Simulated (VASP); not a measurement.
Ag:

```xyz
1
Lattice="0.0000 2.0427 2.0427 2.0427 0.0000 2.0427 2.0427 2.0427 0.0000" Properties=species:S:1:pos:R:3 pbc="T T T"
Ag    0.0000    0.0000    0.0000
```

- Program: VASP 6.6.1
- Task: relaxation of cell and atoms
- Functional: PBEsol
- Potentials or basis: VASP PAW PBE potentials, release 64 (Ag)
- Cutoff: 600 eV
- k mesh: 16 × 16 × 16
- Occupations: methfessel-paxton, width 0.1 eV
- Spin: no spin polarisation

At the start: pressure -2.8 GPa; volume 17.05 Å³/atom.

**Question.** Where does the relaxation end?

**Answer.** Over 3 steps the energy falls by 3.8 meV/atom and the volume is 16.63 Å³/atom (-2.5 %); space group Fm-3m (No. 225, to 0.05 Å).

The path:
```csv
step,energy change (eV),largest force (eV/Å),pressure (GPa),volume (Å³)
1,0.0000,0.0000,-2.79,17.05
2,-0.0017,0.0000,2.30,16.33
3,-0.0038,0.0000,-0.01,16.63
```

Final structure:
```
CELL_PARAMETERS angstrom
0.00000 2.02576 2.02576
2.02576 0.00000 2.02576
2.02576 2.02576 0.00000
ATOMIC_POSITIONS crystal
Ag 0.00000 0.00000 0.00000
```

Caveat: the PAW data sets were made with another functional, which shifts forces and pressure a little.
